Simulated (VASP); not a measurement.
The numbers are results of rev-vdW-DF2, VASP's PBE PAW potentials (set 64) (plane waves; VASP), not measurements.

Input for VASP

**POSCAR**
```
Ca
1
    0.0000000000     2.6766454561     2.6766454561
    2.6766454561     0.0000000000     2.6766454561
    2.6766454561     2.6766454561     0.0000000000
Ca
1
Direct
  0.0000000000   0.0000000000   0.0000000000
```

### KPOINTS
```
Automatic mesh
0
Gamma
12 12 12
0 0 0
```

**INCAR**
```
ENCUT=520   ! plane-wave cut-off (eV)
LCHARG=.FALSE.
SYSTEM=Ca
LUSE_VDW=.TRUE.
PARAM2=0.7114
GGA=MK
ISMEAR=1   ! Methfessel-Paxton
LASPH=.TRUE.
PARAM1=0.1234568
AGGAC=0.0
PREC=Accurate
LREAL=.FALSE.   ! projection in real space or not
ISIF=2
ZAB_VDW=-1.8867
ALGO=Normal   ! blocked Davidson
NELM=100   ! most electronic steps
LWAVE=.FALSE.
SIGMA=0.1
EDIFF=1E-7
```

POTCAR, in this order: Ca_sv (PBE.64 set). Program: vasp_std.

The resulting files:

### OUTCAR
```
 ion  position               nearest neighbor table
   1  0.000  0.000  0.000-
  LATTYP: Found a face centered cubic cell.
 ALAT       =     5.3532909122
 Subroutine PRICEL returns:
 Original cell was already a primitive cell.
 Subroutine GETGRP returns: Found 48 space group operations
The static configuration has the point symmetry O_h .
The dynamic configuration has the point symmetry O_h .
 Subroutine INISYM returns: Found 48 space group operations
 Subroutine IBZKPT returns following result:
 Found     72 irreducible k-points:

 Following reciprocal coordinates:
            Coordinates               Weight
  0.000000  0.000000  0.000000      1.000000
  0.083333  0.000000  0.000000      8.000000
  0.166667  0.000000  0.000000      8.000000
  0.250000  0.000000  0.000000      8.000000
  0.333333  0.000000  0.000000      8.000000
  0.416667  0.000000  0.000000      8.000000
  0.500000  0.000000  0.000000      4.000000
  0.083333  0.083333  0.000000      6.000000
  0.166667  0.083333  0.000000     24.000000
  0.250000  0.083333  0.000000     24.000000
  0.333333  0.083333  0.000000     24.000000
  0.416667  0.083333  0.000000     24.000000
  0.500000  0.083333  0.000000     24.000000
 -0.416667  0.083333  0.000000     24.000000
 -0.333333  0.083333  0.000000     24.000000
 -0.250000  0.083333  0.000000     24.000000
 -0.166667  0.083333  0.000000     24.000000
 -0.083333  0.083333  0.000000     12.000000
  0.166667  0.166667  0.000000      6.000000
  0.250000  0.166667  0.000000     24.000000
  0.333333  0.166667  0.000000     24.000000
  0.416667  0.166667  0.000000     24.000000
  0.500000  0.166667  0.000000     24.000000
 -0.416667  0.166667  0.000000     24.000000
 -0.333333  0.166667  0.000000     24.000000
 -0.250000  0.166667  0.000000     24.000000
 -0.166667  0.166667  0.000000     12.000000
  0.250000  0.250000  0.000000      6.000000
  0.333333  0.250000  0.000000     24.000000
  0.416667  0.250000  0.000000     24.000000
  0.500000  0.250000  0.000000     24.000000
 -0.416667  0.250000  0.000000     24.000000
 -0.333333  0.250000  0.000000     24.000000
 -0.250000  0.250000  0.000000     12.000000
  0.333333  0.333333  0.000000      6.000000
  0.416667  0.333333  0.000000     24.000000
  0.500000  0.333333  0.000000     24.000000
 -0.416667  0.333333  0.000000     24.000000
 -0.333333  0.333333  0.000000     12.000000
  0.416667  0.416667  0.000000      6.000000
   k-points           NKPTS =     72   k-points in BZ     NKDIM =     72   number of bands    NBANDS=      9
   number of dos      NEDOS =    301   number of ions     NIONS =      1
   total plane-waves  NPLWV =  21952
   dimension x,y,z NGX =    28 NGY =   28 NGZ =   28
   dimension x,y,z NGXF=    56 NGYF=   56 NGZF=   56
   ions per type =               1
   PREC   = accura    normal or accurate (medium, high low for compatibility)
   ISTART =      0    job   : 0-new  1-cont  2-samecut
   ICHARG =      2    charge: 1-file 2-atom 10-const
   ISPIN  =      1    spin polarized calculation?
   LNONCOLLINEAR =      F non collinear calculations
   LSORBIT =      F    spin-orbit coupling
   INIWAV =      1    electr: 0-lowe 1-rand  2-diag
   ENCUT  =  520.0 eV  38.22 Ry    6.18 a.u.   7.04  7.04  7.04*2*pi/ulx,y,z
   NELM   =    100;   NELMIN=  2; NELMDL= -5     # of ELM steps
   EDIFF  = 0.1E-06   stopping-criterion for ELM
   LREAL  =      F    real-space projection
   NLSPLINE    = F    spline interpolate recip. space projectors
   LMAXMIX     =    2 max onsite mixed and CHGCAR
   VOSKOWN=      0    Vosko Wilk Nusair interpolation
...
```

OSZICAR:
```
       N       E                     dE             d eps       ncg     rms          rms(c)
DAV:   1     0.655134275165E+02    0.65513E+02   -0.52244E+03  1296   0.102E+03
DAV:   2     0.157901953938E+01   -0.63934E+02   -0.63588E+02  1333   0.232E+02
DAV:   3     0.282911229779E+00   -0.12961E+01   -0.12877E+01  2022   0.348E+01
DAV:   4     0.215793647210E+00   -0.67118E-01   -0.67084E-01  1826   0.585E+00
DAV:   5     0.214577840049E+00   -0.12158E-02   -0.12153E-02  2200   0.582E-01    0.203E+00
DAV:   6     0.224415014657E+00    0.98372E-02   -0.15214E-02  1582   0.142E+00    0.125E+00
DAV:   7     0.226039035382E+00    0.16240E-02   -0.20294E-02  1584   0.177E+00    0.104E-01
DAV:   8     0.226464878142E+00    0.42584E-03   -0.23885E-03  1496   0.521E-01    0.267E-02
DAV:   9     0.226434148787E+00   -0.30729E-04   -0.12536E-04  1810   0.104E-01    0.674E-03
DAV:  10     0.226433727354E+00   -0.42143E-06   -0.88959E-06  2000   0.274E-02    0.214E-03
DAV:  11     0.226433789502E+00    0.62148E-07   -0.10352E-06  2260   0.754E-03    0.517E-03
DAV:  12     0.226434184864E+00    0.39536E-06   -0.22870E-07  1496   0.625E-03    0.696E-04
DAV:  13     0.226434204965E+00    0.20101E-07   -0.20580E-08   817   0.118E-03
   1 F= 0.22643420E+00 E0= 0.22689728E+00  d E =-.138922E-02
```

File OUTCAR:
```
------------------------ aborting loop because EDIFF is reached ----------------------------------------
  FORCE on cell =-STRESS in cart. coord.  units (eV):
  Direction    XX          YY          ZZ          XY          YZ          ZX
  --------------------------------------------------------------------------------------
  Total        0.2698477      0.2698477      0.2698477     -0.0000000      0.0000000     -0.0000000
  in kB       11.2726676     11.2726676     11.2726676     -0.0000000      0.0000000     -0.0000000
  external PRESSURE =      11.2726676 kB  Pullay stress =       0.0000000 kB
  volume of cell :       38.35
      direct lattice vectors                 reciprocal lattice vectors
     0.000000000  2.676645456  2.676645456    -0.186800982  0.186800982  0.186800982
     2.676645456  0.000000000  2.676645456     0.186800982 -0.186800982  0.186800982
     2.676645456  2.676645456  0.000000000     0.186800982  0.186800982 -0.186800982
 POSITION                                       TOTAL-FORCE (eV/Angst)
 -----------------------------------------------------------------------------------
      0.00000      0.00000      0.00000        -0.000000     -0.000000     -0.000000
 -----------------------------------------------------------------------------------
    total drift:                               -0.000000     -0.000000     -0.000000
  FREE ENERGIE OF THE ION-ELECTRON SYSTEM (eV)
  ---------------------------------------------------
  free  energy   TOTEN  =         0.2264342050 eV

  energy  without entropy=        0.2278234231  energy(sigma->0) =        0.22689728
```
(Selected blocks of OUTCAR.)

The compound is Ca in the fcc structure. This cell is one point of a volume scan, at 0.94 of the reference volume.
